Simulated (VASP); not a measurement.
Level of theory: PBE GGA, VASP's PBE PAW potentials (set 64) (plane waves; VASP).

A VASP calculation is set up with these files.

### POSCAR
```
Cd
1.0
  3.1421990000   0.0000000000   0.0000000000
 -1.5710990000   2.7212240000   0.0000000000
  0.0000000000   0.0000000000  10.1100460000
Cd
4
Cart
 -0.0200519443  -0.0077690945  -0.0412085475
  0.0218115724  -0.0105991675   5.0677414379
 -0.0155299763   1.8627458586   2.5293211982
  1.5848734904   0.8768464034   7.6092048013
```

### KPOINTS
```
Automatic mesh
0
Gamma
13 13 4
0 0 0
```

### INCAR
```
# general
SYSTEM  = Cd
PREC    = Accurate
ENCUT   = 300
LREAL   = F
LASPH   = T

# electronic loop
EDIFF   = 1E-6
NELM    = 100
ALGO    = Normal
LMAXMIX = 4

# smearing
ISMEAR  = -1
SIGMA   = 0.136

# functional
GGA     = PE

# ions
ISIF    = 2

# output
LWAVE   = F
LCHARG  = F
```

POTCAR, in this order: Cd (PBE.64 set). Program: vasp_std.

At this cut-off the stress carries a Pulay error, which pulls relaxed volumes low. Gaps are read on the run's mesh, which can miss a band edge.

Q: Estimate the energy per atom (σ→0), pressure, largest force, band gap (on the k-mesh).

A: 
```json
{
  "energy per atom (σ→0)": "-0.720 eV/atom",
  "band gap (on the k-mesh)": "none (metal, semimetal or under 0.01 eV)",
  "pressure": "2.98 GPa",
  "largest_force": "0.209 eV/Å"
}
```

OSZICAR:
```
...
DAV:   5    -0.311738319847E+01   -0.10814E-03   -0.10810E-03 20704   0.173E-01    0.696E+00
DAV:   6    -0.294354341354E+01    0.17384E+00   -0.51129E-01 19664   0.688E+00    0.547E+00
DAV:   7    -0.292793098413E+01    0.15612E-01   -0.97201E-02 19676   0.248E+00    0.165E+00
DAV:   8    -0.292622458989E+01    0.17064E-02   -0.13912E-02 19444   0.127E+00    0.156E-01
DAV:   9    -0.292627502979E+01   -0.50440E-04   -0.40003E-05 20852   0.534E-02    0.565E-02
DAV:  10    -0.292634043434E+01   -0.65405E-04   -0.52723E-05 19460   0.579E-02    0.688E-03
DAV:  11    -0.292634063168E+01   -0.19733E-06   -0.21060E-06 12524   0.149E-02
   1 F= -.29263406E+01 E0= -.28784892E+01  d E =-.957029E-01
```

The structure was generated: Cd was put into an ordered model structure, which need not be its known phase. The cell was not relaxed at this level, atoms are displaced from their ideal sites. The run is one of a series of settings (KPOINTS 13×13×4 Γ-centred mesh against the base run), some of them coarse on purpose.
